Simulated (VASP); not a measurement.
Here is a VASP 6.6.1 calculation.

Contents of INCAR:

```
ALGO = Fast ; EDIFF = 1E-6
ENCUT = 520 ; GGA = PE
ISIF = 2 ; ISMEAR = -1
LASPH = True ; LCHARG = False
LREAL = False ; LWAVE = False
NBANDS = 31 ; NELM = 100
PREC = Accurate ; SIGMA = 0.05
```

Contents of KPOINTS:

```
k-points
0
Gamma
  7 5 5
```

File POSCAR:

```
HPbNO4
1.0
    3.8540400000      0.1438400000      0.0901200000
   -0.2532000000      5.5269800000      0.1647100000
   -0.4819700000     -1.9272000000      5.7202500000
H Pb N O
1 1 1 4
Direct
    0.1091300000      0.6571800000      0.5446300000
    0.6102900000      0.5212700000      0.1510000000
    0.9158000000      0.9626300000      0.9586700000
    0.0138400000      0.1363900000      0.8808400000
    0.7239800000      0.0105700000      0.1285800000
    0.0038900000      0.7373200000      0.8704300000
    0.1192700000      0.5932400000      0.3765100000
```

Potentials or basis: VASP PAW PBE potentials, release 64 (H, Pb_d, N, O).

The run is started by

```bash
$ cat potpaw_PBE.64/H/POTCAR potpaw_PBE.64/Pb_d/POTCAR potpaw_PBE.64/N/POTCAR potpaw_PBE.64/O/POTCAR > POTCAR
$ mpirun -np 1 vasp_std > vasp.out
```

(1) Predict the pressure.

(2) What does it give for the largest force?

(3) Predict the band gap on the k mesh.

Results:

(1) 0.5 GPa.

(2) 0.423 eV/Å.

(3) 3.14 eV, indirect (least direct gap 3.22 eV).

Caveat: the standard files for N, O and F lose accuracy on very short bonds; spin-orbit coupling is left out, which as a rule narrows the gap of such compounds by several tenths of an eV; an odd mesh through Γ misses points on the zone boundary, where band edges often lie.
